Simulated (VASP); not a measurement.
# SrAl2H2 (P-3m1) in VASP: single point with LDA

Aim: the single point of SrAl2H2 with LDA.

Everything below comes from runs of VASP 6.6.1. Logs are shortened: lines on timing, memory, paths and dates and some standing lists are left out, and cuts for length are marked.

## Step 1: Starting point

It takes space group P-3m1 (No. 164, trigonal). The conventional cell has a = 4.525 Å, b = 4.525 Å, c = 4.721 Å, α = 90.00°, β = 90.00°, γ = 120.00°. Sr (site symmetry -3m) is surrounded by 6 H at 2.65 Å. Al (site symmetry 3m) has 1 H at 1.71 Å as nearest neighbours. Around H (site symmetry 3m) lie 1 Al at 1.71 Å.

## Step 2: Single point, LDA

Contents of INCAR:

```
SYSTEM = SrAl2H2
PREC     = Accurate       ! precision mode
ENCUT    = 520            ! plane-wave cutoff, eV
EDIFF    = 1E-6           ! SCF threshold, eV
ISMEAR   = 0              ! smearing method
SIGMA    = 0.15           ! smearing width, eV
LREAL    = .False.        ! projectors in reciprocal space
LASPH    = .True.         ! aspherical terms in the spheres
NELM     = 100            ! most SCF steps
ALGO     = Fast           ! electronic algorithm
ISIF     = 2              ! what is computed and relaxed
LWAVE    = .False.        ! write WAVECAR
LCHARG   = .False.        ! write CHGCAR
NBANDS   = 17             ! bands
```

Contents of KPOINTS:

```
Automatic mesh
0
Gamma
  12 12 10
  0 0 0
```

Contents of POSCAR:

```
SrAl2H2
1.0
    4.5252979390      0.0000000000      0.0000000000
   -2.2626489695      3.9190229748      0.0000000000
    0.0000000000      0.0000000000      4.7214000000
Sr Al H
1 2 2
Direct
    0.0000000000      0.0000000000      0.0000000000
    0.3333333333      0.6666666667      0.4589000000
    0.6666666667      0.3333333333      0.5411000000
    0.3333333333      0.6666666667      0.0976000000
    0.6666666667      0.3333333333      0.9024000000
```

Potentials or basis: VASP PAW LDA potentials, release 64 (Sr_sv, Al, H).

Launch:

```bash
$ cat potpaw_LDA.64/Sr_sv/POTCAR potpaw_LDA.64/Al/POTCAR potpaw_LDA.64/H/POTCAR > POTCAR
$ mpirun -np 1 vasp_std > vasp.out
```

OUTCAR:

```text
SYSTEM = SrAl2H2
   PREC = Accurate
   ENCUT = 520
   EDIFF = 1E-6
   ISMEAR = 0
   LREAL = .False.
   LASPH = .True.
   NELM = 100
   ISIF = 2

 ion  position               nearest neighbor table
   1  0.000  0.000  0.000-   4 2.65   5 2.65   4 2.65   5 2.65   5 2.65   4 2.65   2 3.39   3 3.39
                             2 3.39   3 3.39   2 3.39   3 3.39   3 3.65   2 3.65   2 3.65   3 3.65
   2  0.333  0.667  0.459-   4 1.71   3 2.64   3 2.64   3 2.64   1 3.39   1 3.39   1 3.39   1 3.65
                             1 3.65   1 3.65
   3  0.667  0.333  0.541-   5 1.71   2 2.64   2 2.64   2 2.64   1 3.39   1 3.39   1 3.39   1 3.65
                             1 3.65   1 3.65
   4  0.333  0.667  0.098-   2 1.71   1 2.65   1 2.65   1 2.65
   5  0.667  0.333  0.902-   3 1.71   1 2.65   1 2.65   1 2.65

  LATTYP: Found a hexagonal cell.
 ALAT       =     4.5252979390
 C/A-ratio  =     1.0433346188

  Lattice vectors:

 A1 = (   4.5252979390,   0.0000000000,   0.0000000000)
 A2 = (  -2.2626489695,   3.9190229748,   0.0000000000)
 A3 = (   0.0000000000,   0.0000000000,   4.7214000000)

Analysis of symmetry for initial positions (statically):
=====================================================================
 Subroutine PRICEL returns:
 Original cell was already a primitive cell.

 Routine SETGRP: Setting up the symmetry group for a
 hexagonal supercell.

 Subroutine GETGRP returns: Found 12 space group operations
 (whereof 12 operations were pure point group operations)
 out of a pool of 24 trial point group operations.

The static configuration has the point symmetry D_3d.

Analysis of symmetry for dynamics (positions and initial velocities):
=====================================================================
 Subroutine PRICEL returns:
 Original cell was already a primitive cell.

 Routine SETGRP: Setting up the symmetry group for a
 hexagonal supercell.

 Subroutine GETGRP returns: Found 12 space group operations
 (whereof 12 operations were pure point group operations)
 out of a pool of 24 trial point group operations.

The dynamic configuration has the point symmetry D_3d.

 Subroutine INISYM returns: Found 12 space group operations
 (whereof 12 operations are pure point group operations),
 and found     1 'primitive' translations

----------------------------------------------------------------------------------------

                                     Primitive cell

  volume of cell :      83.7328

  direct lattice vectors                    reciprocal lattice vectors
     4.525297939  0.000000000  0.000000000     0.220979925  0.127582819  0.000000000
    -2.262648969  3.919022975  0.000000000     0.000000000  0.255165639  0.000000000
     0.000000000  0.000000000  4.721400000     0.000000000  0.000000000  0.211801584

  length of vectors
     4.525297939  4.525297939  4.721400000     0.255165639  0.255165639  0.211801584

  position of ions in fractional coordinates (direct lattice)
     0.000000000  0.000000000  0.000000000
     0.333333333  0.666666667  0.458900000
     0.666666667  0.333333333  0.541100000
     0.333333333  0.666666667  0.097600000
     0.666666667  0.333333333  0.902400000

  ion indices of the primitive-cell ions
   primitive index   ion index
                 1           1
                 2           2
                 3           3
                 4           4
                 5           5

----------------------------------------------------------------------------------------

 KPOINTS: Automatic mesh

Automatic generation of k-mesh.
 Grid dimensions read from file:
 generate k-points for:   12   12   10

 Generating k-lattice:

  Cartesian coordinates                     Fractional coordinates (reciprocal lattice)
     0.018414994  0.010631902  0.000000000     0.083333333 -0.000000000  0.000000000
     0.000000000  0.021263803  0.000000000     0.000000000  0.083333333  0.000000000
     0.000000000  0.000000000  0.021180158     0.000000000  0.000000000  0.100000000

  Length of vectors
     0.021263803  0.021263803  0.021180158

  Shift w.r.t. Gamma in fractional coordinates (k-lattice)
     0.000000000  0.000000000  0.000000000

 Subroutine IBZKPT returns following result:
 ===========================================

 Found    162 irreducible k-points:

 Following reciprocal coordinates:
            Coordinates               Weight
  0.000000  0.000000  0.000000      1.000000
  0.083333  0.000000  0.000000      6.000000
  0.166667  0.000000  0.000000      6.000000
  0.250000  0.000000  0.000000      6.000000
  0.333333  0.000000  0.000000      6.000000
  0.416667  0.000000  0.000000      6.000000
[... 16 lines left out ...]
  0.166667  0.000000  0.100000      6.000000
  0.000000  0.166667  0.100000      6.000000
 [... further k-points ...]
   k-points           NKPTS =    162   k-points in BZ     NKDIM =    162   number of bands    NBANDS=     17
   number of dos      NEDOS =    301   number of ions     NIONS =      5
   total plane-waves  NPLWV =  46656
   dimension x,y,z NGX =    36 NGY =   36 NGZ =   36
   dimension x,y,z NGXF=    72 NGYF=   72 NGZF=   72
   ions per type =               1   2   2
   NGX,Y,Z   is equivalent  to a cutoff of  13.23, 13.23, 12.68 a.u.
   NGXF,Y,Z  is equivalent  to a cutoff of  26.45, 26.45, 25.35 a.u.
 SYSTEM =  SrAl2H2
   PREC   = accura    normal or accurate (medium, high low for compatibility)
   ISTART =      0    job   : 0-new  1-cont  2-samecut
   ICHARG =      2    charge: 1-file 2-atom 10-const
   ISPIN  =      1    spin polarized calculation?
   LNONCOLLINEAR =      F non collinear calculations
   LSORBIT =      F    spin-orbit coupling
   LASPH  =      T    aspherical Exc in radial PAW
   ENCUT  =  520.0 eV  38.22 Ry    6.18 a.u.   8.41  8.41  8.78*2*pi/ulx,y,z
   NELM   =    100;   NELMIN=  2; NELMDL= -5     # of ELM steps
   EDIFF  = 0.1E-05   stopping-criterion for ELM
   LREAL  =      F    real-space projection
   EDIFFG = 0.1E-04   stopping-criterion for IOM
   NSW    =      0    number of steps for IOM
   IBRION =     -1    ionic relax: 0-MD 1-quasi-New 2-CG
   NFREE  =      0    steps in history (QN), initial steepest desc. (CG)
   ISIF   =      2    stress and relaxation
   ISYM   =      2    0-nonsym 1-usesym 2-fastsym
   POTIM  = 0.5000    time-step for ionic-motion
   TEBEG  =    0.0;   TEEND  =   0.0 temperature during run
   PSTRESS=    0.0 pullay stress
   NELECT =      18.0000    total number of electrons
   NUPDOWN=      -1.0000    fix difference up-down
   EMIN   =  10.00;   EMAX   =-10.00  energy-range for DOS
   EFERMI =   0.00;   METHOD = LEGACY
   ISMEAR =     0;   SIGMA  =   0.15  broadening in eV -4-tet -1-fermi 0-gaus
   EFERMI_NEDOS =   21; number of points for ismear=-14 and -15
   IALGO  =     68    algorithm
   IMIX   =      4    mixing-type and parameters
     AMIX     =   0.40;   BMIX     =  1.00
     AMIX_MAG =   1.60;   BMIX_MAG =  1.00
  volume/ion in A,a.u.               =      16.75       113.01
  Fermi-wavevector in a.u.,A,eV,Ry     =   0.980694  1.853244 13.085562  0.961762
  Thomas-Fermi vector in A             =   2.111644
   LORBIT       =      0    0 simple, 1 ext, 2 COOP (PROOUT), +10 PAW based schemes
   GGA     = CA    functional components
   LHFCALC =     F    Hartree Fock is set to
   AEXX    =    0.0000 exact exchange contribution
   IVDW    =     0    specifies the selected vdW correction
   LEPSILON=     F    determine dielectric tensor
   LRPA    =     F    only Hartree local field effects (RPA)
 non-spin polarized calculation
 RMM-DIIS sequential band-by-band and
 Gauss-broadening in eV      SIGMA  =   0.15
  energy-cutoff  :      520.00
  volume of cell :       83.73
 maximum number of plane-waves:      2292
 NGX is ok and might be reduce to    36
   NGX = 17   NGY = 17   NGZ = 17

 number of electron      18.0000000 magnetization

 Free energy of the ion-electron system (eV)
  ---------------------------------------------------
  ext. energy  EPLUGINS =         0.00000000
  ---------------------------------------------------
  free energy    TOTEN  =       -18.96359848 eV

  energy without entropy =      -18.96058060  energy(sigma->0) =      -18.96208954

 E-fermi :   3.8804     XC(G=0):  -9.3187

 val. band max:        3.8319413919   @ k =   0.3333   0.0000   0.1000
 cond. band min:       3.9435404996   @ k =   0.0833   0.0000   0.4000
 fundamental gap:      0.1115991077
 Fermi energy:         3.8804458414

 k-point     1 :       0.0000    0.0000    0.0000
  band No.  band energies     occupation
      1     -31.6674      2.00000
      2     -13.8056      2.00000
      3     -13.7574      2.00000
      4     -13.7574      2.00000
      5      -4.8292      2.00000
      6      -0.2736      2.00000
[... 9 lines left out ...]
     16       8.2272      0.00000
     17       8.2292      0.00000

 k-point     2 :       0.0833    0.0000    0.0000
  band No.  band energies     occupation
      1     -31.6670      2.00000
      2     -13.8042      2.00000
      3     -13.7677      2.00000
      4     -13.7593      2.00000
      5      -4.7573      2.00000
      6      -0.3909      2.00000
[... 9 lines left out ...]
     16       8.0832      0.00000
     17       8.4044      0.00000

 k-point     3 :       0.1667    0.0000    0.0000
  band No.  band energies     occupation
      1     -31.6660      2.00000
      2     -13.8008      2.00000
      3     -13.7953      2.00000
      4     -13.7644      2.00000
      5      -4.5477      2.00000
      6      -0.7029      2.00000
[... 9 lines left out ...]
     16       8.3614      0.00000
     17       8.8974      0.00000

 k-point     4 :       0.2500    0.0000    0.0000
  band No.  band energies     occupation
      1     -31.6645      2.00000
      2     -13.8329      2.00000
      3     -13.7957      2.00000
      4     -13.7713      2.00000
      5      -4.2167      2.00000
      6      -1.1298      2.00000
[... 9 lines left out ...]
     16       8.8339      0.00000
     17       9.6460      0.00000
[... 343 lines left out ...]
      1     -31.6669      2.00000
      2     -13.8102      2.00000
      3     -13.7671      2.00000
      4     -13.7588      2.00000
      5      -4.6895      2.00000
      6      -0.6405      2.00000
[... 9 lines left out ...]
     16       7.9902      0.00000
     17       8.5240      0.00000

 k-point    23 :       0.1667    0.0000    0.1000
  band No.  band energies     occupation
      1     -31.6658      2.00000
      2     -13.8069      2.00000
      3     -13.7943      2.00000
      4     -13.7639      2.00000
      5      -4.4807      2.00000
      6      -0.8560      2.00000
[... 9 lines left out ...]
     16       8.2690      0.00000
     17       8.7454      0.00000

 k-point    24 :       0.0000    0.1667    0.1000
  band No.  band energies     occupation
      1     -31.6658      2.00000
      2     -13.8065      2.00000
      3     -13.7948      2.00000
      4     -13.7639      2.00000
      5      -4.4847      2.00000
      6      -0.8104      2.00000
[... 9 lines left out ...]
     16       8.4487      0.00000
     17       8.6780      0.00000

 [... further k-points ...]
[... 5 lines left out ...]
  --------------------------------------------------------------------------------------
  -------------------------------------------------------------------------------------
  Total       -1.6260855     -1.6260855     -1.2220930      0.0000000      0.0000000      0.0000000
  in kB      -31.1141677    -31.1141677    -23.3840136      0.0000000      0.0000000      0.0000000
  external PRESSURE =     -28.5374496 kB  Pullay stress =       0.0000000 kB

 VOLUME and BASIS-vectors are now :
 -----------------------------------------------------------------------------
  energy-cutoff  :      520.00
  volume of cell :       83.73
      direct lattice vectors                 reciprocal lattice vectors
     4.525297939  0.000000000  0.000000000     0.220979925  0.127582819  0.000000000
    -2.262648969  3.919022975  0.000000000     0.000000000  0.255165639  0.000000000
     0.000000000  0.000000000  4.721400000     0.000000000  0.000000000  0.211801584

 POSITION                                       TOTAL-FORCE (eV/Angst)
 -----------------------------------------------------------------------------------
      0.00000      0.00000      0.00000        -0.000000      0.000000      0.000000
     -0.00000      2.61268      2.16665        -0.000000      0.000000      0.170803
      2.26265      1.30634      2.55475         0.000000      0.000000     -0.170803
     -0.00000      2.61268      0.46081        -0.000000      0.000000     -0.105192
      2.26265      1.30634      4.26059         0.000000     -0.000000      0.105192
 -----------------------------------------------------------------------------------
    total drift:                               -0.000000      0.000000     -0.000000

  FREE ENERGIE OF THE ION-ELECTRON SYSTEM (eV)
  ---------------------------------------------------
  free  energy   TOTEN  =       -18.9635984758 eV

  energy  without entropy=      -18.9605806046  energy(sigma->0) =      -18.96208954
```

Wall time 4.9 min (1 thread of Intel Xeon Platinum 8375C at 2.90GHz (Ice Lake), shared host); peak memory 0.34 GiB.

What came out:

```yaml
Free_energy: -18.9636 eV
Pressure: -2.9 GPa
Largest_force: 0.171 eV/Å
Band_gap_on_the_k_mesh: none (metal or under the smearing width)
```

Forces on the atoms (eV/Å):
```
Sr   0.000  0.000  0.000
Al   0.000  0.000  0.171
Al   0.000  0.000 -0.171
H    0.000  0.000 -0.105
H    0.000  0.000  0.105
```
